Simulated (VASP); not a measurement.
OSZICAR of a VASP run on Tc (hcp):

**OSZICAR**
```
       N       E                     dE             d eps       ncg     rms          rms(c)
DAV:   1     0.312396473244E+03    0.31240E+03   -0.16761E+04  4630   0.159E+03
DAV:   2    -0.139242239067E+02   -0.32632E+03   -0.32334E+03  5178   0.452E+02
DAV:   3    -0.220782352980E+02   -0.81540E+01   -0.79454E+01  5526   0.816E+01
DAV:   4    -0.221554722844E+02   -0.77237E-01   -0.76771E-01  5181   0.797E+00
DAV:   5    -0.221561353273E+02   -0.66304E-03   -0.66290E-03  5208   0.719E-01    0.212E+01
DAV:   6    -0.207495175382E+02    0.14066E+01   -0.37737E+00  4914   0.186E+01    0.571E+00
DAV:   7    -0.206216643142E+02    0.12785E+00   -0.53463E-01  5301   0.624E+00    0.787E-01
DAV:   8    -0.206135153122E+02    0.81490E-02   -0.86507E-03  4750   0.998E-01    0.244E-01
DAV:   9    -0.206134697369E+02    0.45575E-04   -0.62998E-04  5479   0.222E-01    0.224E-02
DAV:  10    -0.206134702873E+02   -0.55039E-06   -0.24086E-05  4897   0.406E-02    0.113E-02
DAV:  11    -0.206134697595E+02    0.52780E-06   -0.21397E-06  4861   0.151E-02    0.283E-03
DAV:  12    -0.206134689039E+02    0.85562E-06   -0.20504E-07  3262   0.378E-03    0.686E-04
DAV:  13    -0.206134688639E+02    0.39946E-07   -0.35241E-08  2328   0.144E-03
   1 F= -.20613469E+02 E0= -.20613894E+02  d E =-.206135E+02
       N       E                     dE             d eps       ncg     rms          rms(c)
DAV:   1    -0.206181369550E+02   -0.46681E-02   -0.20998E-01  4598   0.394E+00    0.390E-01
DAV:   2    -0.206144413150E+02    0.36956E-02   -0.63337E-03  5063   0.679E-01    0.165E-01
DAV:   3    -0.206136626015E+02    0.77871E-03   -0.28005E-03  5562   0.364E-01    0.227E-02
DAV:   4    -0.206136667274E+02   -0.41259E-05   -0.53644E-05  4656   0.757E-02    0.666E-03
DAV:   5    -0.206136663832E+02    0.34413E-06   -0.25708E-06  5209   0.102E-02    0.233E-03
DAV:   6    -0.206136664896E+02   -0.10636E-06   -0.20823E-07  3383   0.339E-03    0.701E-04
DAV:   7    -0.206136664839E+02    0.56625E-08   -0.12571E-08  2298   0.899E-04
   2 F= -.20613666E+02 E0= -.20614153E+02  d E =-.197620E-03
       N       E                     dE             d eps       ncg     rms          rms(c)
DAV:   1    -0.206140475369E+02   -0.38105E-03   -0.16336E-02  4598   0.110E+00    0.108E-01
DAV:   2    -0.206137621564E+02    0.28538E-03   -0.49098E-04  5015   0.188E-01    0.463E-02
DAV:   3    -0.206137004076E+02    0.61749E-04   -0.22545E-04  5554   0.102E-01    0.640E-03
DAV:   4    -0.206137008387E+02   -0.43114E-06   -0.46281E-06  4670   0.221E-02    0.206E-03
DAV:   5    -0.206137007660E+02    0.72715E-07   -0.26077E-07  3647   0.337E-03
   3 F= -.20613701E+02 E0= -.20614173E+02  d E =-.231902E-03
```

### Question
Which electronic solver shows in the log?

### Answer
It is blocked Davidson (ALGO = Normal, or the opening steps of other solvers). The INCAR had ALGO = Normal.

### Question
Can the final energy be trusted as converged?

### Answer
Self-consistency was reached. It stopped with EDIFF = 1E-7, NELM = 100, NSW = 30 and EDIFFG = -0.01 after 3 ionic steps (PBE GGA, plane waves, VASP's PBE PAW potentials (set 64)).

The compound is Tc in the hcp structure. This cell is one point of a volume scan, at 1.06 of the reference volume. Symmetry was kept, so distortions that lower it aren't found.
